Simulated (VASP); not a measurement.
A run of VASP 6.6.1 is set up as follows.

Contents of POSCAR:

```
Al3Pd
1.0
    3.9469100000      0.0000000000      0.0000000000
    0.0000000000      3.9469100000      0.0000000000
    0.0000000000      0.0000000000      3.9469100000
Pd Al
1 3
Direct
    0.0000000000      0.0000000000      0.0000000000
    0.5000000000      0.5000000000      0.0000000000
    0.5000000000      0.0000000000      0.5000000000
    0.0000000000      0.5000000000      0.5000000000
```

Contents of INCAR.step1:

```
PREC     = Accurate       # precision mode
ENCUT    = 600            # plane-wave cutoff, eV
EDIFF    = 1E-8           # SCF threshold, eV
ISMEAR   = -1             # smearing method
SIGMA    = 0.05           # smearing width, eV
LREAL    = False          # projectors in reciprocal space
LASPH    = True           # aspherical terms in the spheres
NELM     = 60             # most SCF steps
ALGO     = Normal         # electronic algorithm
ISIF     = 3              # what is computed and relaxed
LWAVE    = False          # write WAVECAR
LCHARG   = False          # write CHGCAR
GGA      = PE             # functional
IBRION   = 2              # ionic algorithm
NSW      = 40             # ionic steps
EDIFFG   = -0.002         # ionic threshold
KPAR     = 2
```

Contents of INCAR.step2:

```
PREC     = Accurate       # precision mode
ENCUT    = 600            # plane-wave cutoff, eV
EDIFF    = 1E-8           # SCF threshold, eV
ISMEAR   = -1             # smearing method
SIGMA    = 0.05           # smearing width, eV
LREAL    = False          # projectors in reciprocal space
LASPH    = True           # aspherical terms in the spheres
NELM     = 60             # most SCF steps
ALGO     = Normal         # electronic algorithm
ISIF     = 2              # what is computed and relaxed
LWAVE    = False          # write WAVECAR
LCHARG   = False          # write CHGCAR
GGA      = PE             # functional
IBRION   = 6              # ionic algorithm
NFREE    = 2            
POTIM    = 0.015          # step
NSW      = 1              # ionic steps
KPAR     = 2
```

The input KPOINTS:

```
Automatic mesh
0
Gamma
  8 8 8
```

Potentials or basis: VASP PAW PBE potentials, release 64 (Pd, Al).

The run is started by

```bash
$ cat potpaw_PBE.64/Pd/POTCAR potpaw_PBE.64/Al/POTCAR > POTCAR
$ cp INCAR.step1 INCAR
$ mpirun -np 2 vasp_std > vasp.out
$ cp CONTCAR POSCAR
$ cp INCAR.step2 INCAR
$ mpirun -np 2 vasp_std > vasp.out
```

(1) Estimate the highest phonon frequency at Γ, LO-TO splitting left out.

(2) What does it give for the relaxed cell?

(3) What does it give for the space group after relaxing (to 0.05 Å)?

## Answers

(1) 320 cm⁻¹.

(2) a = 3.957 Å, b = 3.957 Å, c = 3.957 Å, α = 90.00°, β = 90.00°, γ = 90.00°.

(3) Pm-3m (No. 221).
